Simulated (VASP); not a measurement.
Computed with PBE0 hybrid, VASP's PBE PAW potentials (set 64) (plane waves; VASP).

The input files of a VASP run:

File KPOINTS:
```
Automatic mesh
0
Gamma
2 2 2
0 0 0
```

### INCAR
```
AEXX = 0.25
ALGO = Normal
EDIFF = 1E-6
ENCUT = 300
GGA = PE
HFRCUT = -1
ISIF = 2
ISMEAR = 0
ISYM = 3
LASPH = .True.
LCHARG = .False.
LHFCALC = .True.
LMAXMIX = 4
LREAL = .False.
LWAVE = .False.
NELM = 100
PREC = Accurate
PRECFOCK = Fast
SIGMA = 0.02
SYSTEM = Cs2AgBiBr6
```

### POSCAR
```
Cs2AgBiBr6
11.48830
  0.0000000000   0.5000000000   0.5000000000
  0.5000000000   0.0000000000   0.5000000000
  0.5000000000   0.5000000000   0.0000000000
Cs Ag Bi Br
2 1 1 6
Direct
  0.7434060000   0.7539960000   0.7464870000
  0.2460570000   0.2514610000   0.2522820000
  0.4969660000   0.4949310000   0.5005440000
 -0.0012530000   0.0056360000   0.0055540000
  0.7587150000   0.2434770000   0.2407180000
  0.2558530000   0.7463600000   0.7541440000
  0.2556800000   0.7491110000   0.2525940000
  0.7470290000   0.2541950000   0.7496420000
  0.2444770000   0.2530700000   0.7501640000
  0.7530710000   0.7477610000   0.2478710000
```

POTCAR, in this order: Cs_sv Ag Bi_d Br (PBE.64 set). Program: vasp_std.

Output of the run:

**OUTCAR**
```
 ion  position               nearest neighbor table
   1  0.743  0.754  0.746-
   2  0.246  0.251  0.252-
   3  0.497  0.495  0.501-   7 2.81   9 2.84   8 2.87   6 2.90  10 2.92   5 2.94
   4  0.999  0.006  0.006-   5 2.72   9 2.83  10 2.89   7 2.90   8 2.92   6 2.93
   5  0.759  0.243  0.241-   4 2.72   3 2.94
   6  0.256  0.746  0.754-   3 2.90   4 2.93
   7  0.256  0.749  0.253-   3 2.81   4 2.90
   8  0.747  0.254  0.750-   3 2.87   4 2.92
   9  0.244  0.253  0.750-   4 2.83   3 2.84
  10  0.753  0.748  0.248-   4 2.89   3 2.92
  LATTYP: Found a face centered cubic cell.
 ALAT       =    11.4883000000
 Subroutine PRICEL returns:
 Original cell was already a primitive cell.
 Subroutine GETGRP returns: Found  1 space group operations
The static configuration has the point symmetry C_1 .
The dynamic configuration has the point symmetry C_1 .
 Subroutine INISYM returns: Found  1 space group operations
 Subroutine IBZKPT returns following result:
 Found      8 irreducible k-points:

 Following reciprocal coordinates:
            Coordinates               Weight
  0.000000  0.000000  0.000000      1.000000
  0.500000  0.000000  0.000000      1.000000
  0.000000  0.500000  0.000000      1.000000
  0.000000  0.000000  0.500000      1.000000
  0.500000  0.500000  0.500000      1.000000
  0.500000  0.500000  0.000000      1.000000
  0.000000  0.500000  0.500000      1.000000
  0.500000  0.000000  0.500000      1.000000
 Subroutine IBZKPT_HF returns following result:
   k-points           NKPTS =      8   k-points in BZ     NKDIM =      8   number of bands    NBANDS=     51
   number of dos      NEDOS =    301   number of ions     NIONS =     10
   total plane-waves  NPLWV = 110592
   dimension x,y,z NGX =    48 NGY =   48 NGZ =   48
   dimension x,y,z NGXF=    96 NGYF=   96 NGZF=   96
   ions per type =               2   1   1   6
   PREC   = accura    normal or accurate (medium, high low for compatibility)
   ISTART =      0    job   : 0-new  1-cont  2-samecut
   ICHARG =      2    charge: 1-file 2-atom 10-const
   ISPIN  =      1    spin polarized calculation?
   LNONCOLLINEAR =      F non collinear calculations
   LSORBIT =      F    spin-orbit coupling
   INIWAV =      1    electr: 0-lowe 1-rand  2-diag
   ENCUT  =  300.0 eV  22.05 Ry    4.70 a.u.  11.47 11.47 11.47*2*pi/ulx,y,z
   NELM   =    100;   NELMIN=  2; NELMDL= -5     # of ELM steps
   EDIFF  = 0.1E-05   stopping-criterion for ELM
   LREAL  =      F    real-space projection
   NLSPLINE    = F    spline interpolate recip. space projectors
   LMAXMIX     =    4 max onsite mixed and CHGCAR
   VOSKOWN=      0    Vosko Wilk Nusair interpolation
   EDIFFG = 0.1E-04   stopping-criterion for IOM
   NSW    =      0    number of steps for IOM
   NBLOCK =      1;   KBLOCK =      1    inner block; outer block
   IBRION =     -1    ionic relax: 0-MD 1-quasi-New 2-CG
   NFREE  =      0    steps in history (QN), initial steepest desc. (CG)
   ISIF   =      2    stress and relaxation
   ISYM   =      3    0-nonsym 1-usesym 2-fastsym
   TEIN   =    0.0    initial temperature
   TEBEG  =    0.0;   TEEND  =   0.0 temperature during run
   SMASS  =  -3.00    Nose mass-parameter (am)
   PSTRESS=    0.0 pullay stress
   NELECT =      86.0000    total number of electrons
   EFERMI =   0.00;   METHOD = LEGACY
   ISMEAR =     0;   SIGMA  =   0.02  broadening in eV -4-tet -1-fermi 0-gaus
   IALGO  =     38    algorithm
   LDIAG  =      T    sub-space diagonalisation (order eigenvalues)
   IMIX   =      1    mixing-type and parameters
     AMIX     =   0.40;   BMIX     =  1.00
     AMIX_MAG =   1.60;   BMIX_MAG =  1.00
     AMIN     =   0.10
   GGA     = PE    functional components
   VOSKOWN =     0    Vosko Wilk Nusair interpolation
...
```

### OSZICAR
```
       N       E                     dE             d eps       ncg     rms          rms(c)
DAV:   1    -0.914575565572E+04   -0.91458E+04   -0.28468E+04   880   0.968E+02
DAV:   2    -0.971071795356E+04   -0.56496E+03   -0.55315E+03  1008   0.257E+02
DAV:   3    -0.976825488760E+04   -0.57537E+02   -0.57314E+02   981   0.975E+01
DAV:   4    -0.976947675145E+04   -0.12219E+01   -0.12189E+01   952   0.177E+01
DAV:   5    -0.396351254868E+02    0.97298E+04   -0.36228E+01   858   0.376E+01    0.856E+00
DAV:   6    -0.382747636919E+02    0.13604E+01   -0.52891E+00  1008   0.936E+00    0.483E+00
DAV:   7    -0.382611724751E+02    0.13591E-01   -0.15725E+00   992   0.518E+00    0.331E+00
DAV:   8    -0.382986022712E+02   -0.37430E-01   -0.19753E-01   946   0.187E+00    0.209E+00
DAV:   9    -0.382873122669E+02    0.11290E-01   -0.20181E-02   933   0.806E-01    0.119E+00
DAV:  10    -0.382842935670E+02    0.30187E-02   -0.10311E-02   895   0.444E-01    0.653E-01
DAV:  11    -0.382843331716E+02   -0.39605E-04   -0.26878E-03   946   0.215E-01    0.368E-01
DAV:  12    -0.382844665745E+02   -0.13340E-03   -0.54751E-04   895   0.114E-01    0.215E-01
DAV:  13    -0.382845815791E+02   -0.11500E-03   -0.23298E-04   938   0.767E-02    0.127E-01
DAV:  14    -0.382846704676E+02   -0.88888E-04   -0.10840E-04   887   0.501E-02    0.759E-02
DAV:  15    -0.382847240588E+02   -0.53591E-04   -0.43245E-05   933   0.319E-02    0.458E-02
DAV:  16    -0.382847529842E+02   -0.28925E-04   -0.17452E-05   887   0.201E-02    0.282E-02
DAV:  17    -0.382847679970E+02   -0.15013E-04   -0.74851E-06   829   0.127E-02    0.177E-02
DAV:  18    -0.382847756173E+02   -0.76203E-05   -0.34887E-06   845   0.852E-03    0.113E-02
DAV:  19    -0.382847794337E+02   -0.38164E-05   -0.15943E-06   613   0.576E-03    0.729E-03
DAV:  20    -0.382847813345E+02   -0.19008E-05   -0.96377E-07   573   0.433E-03    0.481E-03
DAV:  21    -0.382847822886E+02   -0.95410E-06   -0.48518E-07   597   0.307E-03
   1 F= -.38284782E+02 E0= -.38284782E+02  d E =-.381569E-15
```

**OUTCAR**
```
------------------------ aborting loop because EDIFF is reached ----------------------------------------
  FORCE on cell =-STRESS in cart. coord.  units (eV):
  Direction    XX          YY          ZZ          XY          YZ          ZX
  --------------------------------------------------------------------------------------
  Total        0.4284673     -1.6864120     -0.8312993      0.0081512     -0.0137501     -0.1006583
  in kB        1.8110102     -7.1279877     -3.5136677      0.0344529     -0.0581178     -0.4254542
  external PRESSURE =      -2.9435484 kB  Pullay stress =       0.0000000 kB
  volume of cell :      379.06
      direct lattice vectors                 reciprocal lattice vectors
     0.000000000  5.744150000  5.744150000    -0.087045081  0.087045081  0.087045081
     5.744150000  0.000000000  5.744150000     0.087045081 -0.087045081  0.087045081
     5.744150000  5.744150000  0.000000000     0.087045081  0.087045081 -0.087045081
 POSITION                                       TOTAL-FORCE (eV/Angst)
 -----------------------------------------------------------------------------------
      8.61900      8.55817      8.60130         0.001388      0.021396     -0.000106
      2.89358      2.86253      2.85782        -0.002564      0.002097      0.008951
      5.71816      5.72985      5.69761         0.140817      0.066637      0.094842
      0.06428      5.76886      5.76933        -0.765578     -0.110648     -0.239848
      2.78129      5.74089      5.75674         0.536528      0.016334     -0.015424
      8.61912      5.80157      5.75686         0.092468     -0.020234      0.015666
      5.75394      2.91960      5.77167         0.018715     -0.223964      0.006020
      5.76619      8.59710      5.75118        -0.029814      0.223031     -0.007685
      5.76273      5.71337      2.85798        -0.009865      0.013998      0.017679
      5.71906      5.74956      8.62100         0.017904      0.011354      0.119905
 -----------------------------------------------------------------------------------
    total drift:                               -0.001186     -0.000774      0.000649
  FREE ENERGIE OF THE ION-ELECTRON SYSTEM (eV)
  ---------------------------------------------------
  free  energy   TOTEN  =       -38.2847822886 eV

  energy  without entropy=      -38.2847822886  energy(sigma->0) =      -38.28478229

  exchange ACFDT corr.  =         0.00000000  see jH, gK, PRB 81, 115126
```
(Selected blocks of OUTCAR.)

At this cut-off the stress carries a Pulay error, which pulls relaxed volumes low.

The structure comes from a computed database's Cs2AgBiBr6 entry; how it stands against other phases isn't given here. The cell was not relaxed at this level, atoms are displaced from their ideal sites. The k-mesh is coarse (spacing up to 0.47 per Å, 2π included), so the numbers may not be converged in it.
